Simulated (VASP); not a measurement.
# BBi in VASP: one cell, several levels of theory

What does VASP give for BBi built on the wurtzite prototype, under +4.0 % strain along x alone, the cell held fixed? Runs: PBE, r2SCAN. The results are then set beside those of Ansatz 0.2.0 for the same cell. This is a trial cell built on a prototype, not taken from a measured structure, and it needn't be the compound's ground state.

Program: VASP 6.6.1. PAW datasets, plane waves. All values are calculated for a non-magnetic cell, which may be hypothetical.

### Step 1. The structure to begin with

The cell comes from an earlier relaxation with r2SCAN in another program, then strained, with the atoms relaxed again.

It is orthorhombic, Cmc2_1 (No. 36); a = 4.020 Å, b = 6.695 Å, c = 6.375 Å in the conventional setting, 21.45 Å³ an atom. Around B lie 4 Bi at 2.39–2.42 Å; around Bi lie 4 B at 2.39–2.42 Å.

Coordinates:

```cif
data_structure
_symmetry_space_group_name_H-M 'P 1'
_symmetry_Int_Tables_number 1
_cell_length_a 4.0202
_cell_length_b 3.9048
_cell_length_c 6.3754
_cell_angle_alpha 90.000
_cell_angle_beta 90.000
_cell_angle_gamma 120.982
_cell_volume 85.80
loop_
_atom_site_label
_atom_site_type_symbol
_atom_site_fract_x
_atom_site_fract_y
_atom_site_fract_z
_atom_site_occupancy
B1 B 0.33245 0.66491 0.99921 1
B2 B 0.66755 0.33509 0.49921 1
Bi1 Bi 0.33100 0.66201 0.37579 1
Bi2 Bi 0.66900 0.33799 0.87579 1
```

### Step 2. PBE

The input, INCAR:

```
ENCUT = 520.000000
SIGMA = 0.020000
EDIFF = 1.00e-07
GGA = PE
PREC = Accurate
IBRION = -1
ISIF = 2
ISMEAR = -1
NBANDS = 26
NELM = 120
NSW = 0
LASPH = .TRUE.
LCHARG = .FALSE.
LWAVE = .FALSE.
LREAL = .FALSE.
```

The input, KPOINTS:

```
KPOINTS created by Atomic Simulation Environment
0
Gamma
8 8 4
0 0 0
```

The input, KPOINTS_OPT:

```
special points
6
Reciprocal
0.0000000000 0.0000000000 0.0000000000 1
0.5000000000 0.0000000000 0.0000000000 1
0.3333333333 0.3333333333 0.0000000000 1
0.0000000000 0.0000000000 0.5000000000 1
0.5000000000 0.0000000000 0.5000000000 1
0.3333333333 0.3333333333 0.5000000000 1
```

The input, POSCAR:

```
B  Bi
 1.0000000000000000
     4.0201995674999997   -0.0000000000300221    0.0000000000000000
    -2.0100997837249999    3.3476874555150111    0.0000000000000000
     0.0000000000000000    0.0000000000000000    6.3754468406999996
 B   Bi
   2   2
Cartesian
  0.0000000000166226  2.2258947888284473 -0.0050525730171833
  2.0100997837583767  1.1217926666565419  3.1826708473328167
  0.0000000000165502  2.2161939279605876  2.3958451382796828
  2.0100997837584491  1.1314935275244011  5.5835685586296835
```

Potentials: the recommended PBE PAW datasets, 36 valence electrons in the neutral cell.

### Step 3. r2SCAN

INCAR: that of step 2 with these lines changed.

```diff
@@ -3,3 +3,4 @@
 EDIFF = 1.00e-07
-GGA = PE
+ALGO = Normal
+METAGGA = R2SCAN
 PREC = Accurate
```

KPOINTS is that of step 2.

KPOINTS_OPT is that of step 2.

POSCAR is that of step 2.

**Question.** What will these runs give? Wanted: for each run, gap; pressure; Ansatz: gap; Ansatz: pressure.

The runs gave:

| level | gap (eV) | pressure (GPa) | Ansatz: gap (eV) | Ansatz: pressure (GPa) |
| --- | --- | --- | --- | --- |
| PBE | 0.06 | -1.52 | 0.06 | -1.48 |
| r2SCAN | 0.16 | -2.84 | 0.16 | -2.80 |

In words: The gap runs from 0.06 eV (PBE) to 0.16 eV (r2SCAN). Spin-orbit coupling is left out, though the cell holds Bi (Z = 83); in an element this heavy it can shift bands and gaps by tenths of an eV. At this one volume the pressure spans -2.8 GPa (r2SCAN) to -1.5 GPa (PBE): PBE wants the largest cell and r2SCAN the smallest. The two programs agree on the gap within 0.02 eV, far less than the spread between functionals. Each program uses its own PAW datasets and cutoff.
